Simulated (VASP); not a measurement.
```xyz
2
Lattice="0.0000 1.7725 1.7725 1.7725 0.0000 1.7725 1.7725 1.7725 0.0000" Properties=species:S:1:pos:R:3 pbc="T T T"
C      0.0000     0.0000     0.0000
C      0.8863     0.8863     0.8863
```

Level of theory: PBE GGA, VASP's PBE PAW potentials (set 64) (plane waves; VASP). Settings: 620 eV cut-off, 13×13×13 Γ-centred mesh, Gaussian smearing of 0.050 eV, potentials C.

Energy and stress use the plane-wave basis of the starting cell.

Question: The ions, cell shape and volume at an external pressure of 20.0 GPa are relaxed. What does this cell relax into?

Answer: 
```xyz
2
Lattice="0.0000 1.7606 1.7606 1.7606 0.0000 1.7606 1.7606 1.7606 0.0000" Properties=species:S:1:pos:R:3 pbc="T T T"
C      0.0000     0.0000     0.0000
C      0.8803     0.8803     0.8803
```
Space group Fd-3m (227), at a tolerance of 0.03 Å.

Question: How do energy and volume change from the first to the last step?

Answer: The energy (σ→0) changes by +10.4 meV/atom and the volume by -2.0 %, in 3 ionic steps.

The compound is C in the diamond structure. This run relaxes it under an external pressure of 20 GPa. Symmetry was kept, so distortions that lower it aren't found.
